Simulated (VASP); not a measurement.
A run of VASP 6.6.1 is set up as follows.

POSCAR

```
H12SO8
1.0
    6.3330260000      0.0000000000      0.0000000000
    0.0000000000      6.3330260000      0.0000000000
    0.0000000000      0.0000000000      6.3330260000
O H S
8 12 1
Direct
    0.9532409941      0.3196891975      0.4639488295
    0.1218848620      0.9712260774      0.6359361228
    0.4967767383      0.2274426159      0.3856450297
    0.5343259289      0.7624791056      0.6965232734
    0.3684652487      0.3713390723      0.8115393810
    0.8165448871      0.7838906709      0.3993193775
    0.7649897537      0.1550917366      0.9111600047
    1.0748100513      0.0569711857      1.1167015578
    0.8218661979      0.2645970504      0.5037402341
    0.9779527196      0.2798030515      0.3192628611
    0.0198483316      0.8948171064      0.5521689000
    0.1036155544      1.1172700065      0.5889917395
    0.4978978454      0.2815873486      0.2491384056
    0.4815865275      0.0782406388      0.3578384172
    0.5111300664      0.6233986723      0.7525470447
    0.3994930701      0.8091392645      0.6475893199
    0.3906189553      0.3509538726      0.6674534417
    0.4317051596      0.2502595126      0.8707212003
    0.7133398789      0.7693162795      0.5153302702
    0.8754109015      0.6378467418      0.3963350222
    0.9087598882     -0.0125216603      0.9773211100
```

File INCAR.step1:

```
  ALGO = Normal
  EDIFF = 1E-4
  ENCUT = 520
  GGA = PE
  ISMEAR = -1
  LASPH = T
  LCHARG = F
  LREAL = Auto
  LWAVE = T
  NBANDS = 49
  NELM = 80
  PREC = Accurate
  SIGMA = 0.02
```

INCAR.step2

```
  ALGO = Normal
  EDIFF = 1E-7
  ENCUT = 520
  ISIF = 2
  ISMEAR = -1
  ISTART = 1
  LASPH = T
  LCHARG = F
  LMIXTAU = T
  LREAL = Auto
  LWAVE = F
  METAGGA = R2SCAN
  NBANDS = 49
  NELM = 80
  PREC = Accurate
  SIGMA = 0.02
```

File KPOINTS:

```
k-points
0
Gamma
  1 1 1
```

Potentials or basis: VASP PAW PBE potentials, release 64 (O, H, S).

Run with:

```console
$ cat potpaw_PBE.64/O/POTCAR potpaw_PBE.64/H/POTCAR potpaw_PBE.64/S/POTCAR > POTCAR
$ cp INCAR.step1 INCAR
$ mpirun -np 1 vasp_gam > vasp.out
$ cp INCAR.step2 INCAR
$ mpirun -np 1 vasp_gam > vasp.out
```

Question: Predict the largest force.

Answer: 2.276 eV/Å.

Question: What does it give for the band gap on the k mesh?

Answer: 3.92 eV, direct.

Forces on the atoms (eV/Å):
```
O    1.671  1.286 -0.007
O    0.903  0.080  0.928
O    0.153 -1.056  1.522
O    0.845  0.262 -0.053
O   -0.755  1.312  1.369
O    0.817 -1.333 -0.070
O    0.378 -0.633  0.309
O   -0.026 -0.023 -0.101
H   -1.707 -0.581  0.238
H    0.027 -0.333 -0.356
H   -0.663 -0.491 -0.654
H   -0.021  0.194 -0.047
H    0.032  1.186 -1.821
H   -0.105 -0.180  0.350
H   -0.233 -0.625  0.472
H   -0.961  0.487 -0.028
H    0.096 -0.374 -2.243
H    0.604 -1.003  0.618
H   -0.485  0.189  0.152
H   -0.316  0.932 -0.197
S   -0.255  0.705 -0.380
```

Caveat: the PAW data sets were made with another functional, which shifts forces and pressure a little. r2SCAN opens gaps a little over a GGA but as a rule still falls short of measured ones.
